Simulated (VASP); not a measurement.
The system is Si3N4.

```xyz
14
Lattice="7.6045 0.0000 0.0000 -3.8023 6.5857 0.0000 0.0000 0.0000 2.9052" Properties=species:S:1:pos:R:3 pbc="T T T"
Si   -1.3794    5.4329    2.1789
Si    2.2098    1.5218    0.7263
Si    4.0153    3.9110    0.7263
Si   -0.2130    2.6747    2.1789
Si    1.5924    5.0639    2.1789
Si    5.1817    1.1529    0.7263
N     0.0000    4.3905    2.1789
N     3.8023    2.1952    0.7263
N     4.8233    4.4115    2.1789
N    -1.4088    6.3829    0.7263
N     2.4298    4.6143    0.7263
N     1.3724    1.9714    2.1789
N    -1.0210    2.1743    0.7263
N     5.2111    0.2029    2.1789
```

The cell is a database's computed one.

* Program: VASP 6.6.1
* Task: relaxation of cell and atoms
* Functional: PBE
* Potentials or basis: VASP PAW PBE potentials, release 64 (Si, N)
* Cutoff: 600 eV
* k mesh: 5 × 5 × 10
* Occupations: gaussian, width 0.02 eV
* Spin: no spin polarisation

At the start: pressure 5.3 GPa; volume 10.39 Å³/atom.

How do energy, volume and symmetry change on relaxing?

Over 8 steps the energy falls by 3.6 meV/atom and the volume is 10.62 Å³/atom (+2.1 %); space group P6_3/m (No. 176, to 0.05 Å).

The path:
| step | energy change (eV) | largest force (eV/Å) | pressure (GPa) | volume (Å³) |
| --- | --- | --- | --- | --- |
| 1 | 0.0000 | 0.0437 | 5.31 | 145.50 |
| 2 | 0.0376 | 0.0599 | -6.48 | 152.88 |
| 3 | -0.0510 | 0.0153 | -0.06 | 148.63 |
| 4 | -0.0510 | 0.0151 | 0.08 | 148.57 |
| 5 | -0.0510 | 0.0110 | 0.07 | 148.57 |
| 6 | -0.0510 | 0.0102 | 0.07 | 148.57 |
| 7 | -0.0511 | 0.0098 | -0.07 | 148.66 |
| 8 | -0.0511 | 0.0044 | -0.01 | 148.62 |

Final structure:
```cif
data_structure
_symmetry_space_group_name_H-M 'P 1'
_symmetry_Int_Tables_number 1
_cell_length_a 7.6600
_cell_length_b 7.6600
_cell_length_c 2.9247
_cell_angle_alpha 90.000
_cell_angle_beta 90.000
_cell_angle_gamma 120.000
_cell_volume 148.62
loop_
_atom_site_label
_atom_site_type_symbol
_atom_site_fract_x
_atom_site_fract_y
_atom_site_fract_z
_atom_site_occupancy
Si1 Si 0.23118 0.82505 0.75000 1
Si2 Si 0.40613 0.23118 0.25000 1
Si3 Si 0.82505 0.59387 0.25000 1
Si4 Si 0.17495 0.40613 0.75000 1
Si5 Si 0.59387 0.76882 0.75000 1
Si6 Si 0.76882 0.17495 0.25000 1
N1 N 0.33333 0.66667 0.75000 1
N2 N 0.66667 0.33333 0.25000 1
N3 N 0.96927 0.66999 0.75000 1
N4 N 0.29928 0.96927 0.25000 1
N5 N 0.66999 0.70072 0.25000 1
N6 N 0.33001 0.29928 0.75000 1
N7 N 0.03073 0.33001 0.25000 1
N8 N 0.70072 0.03073 0.75000 1
```
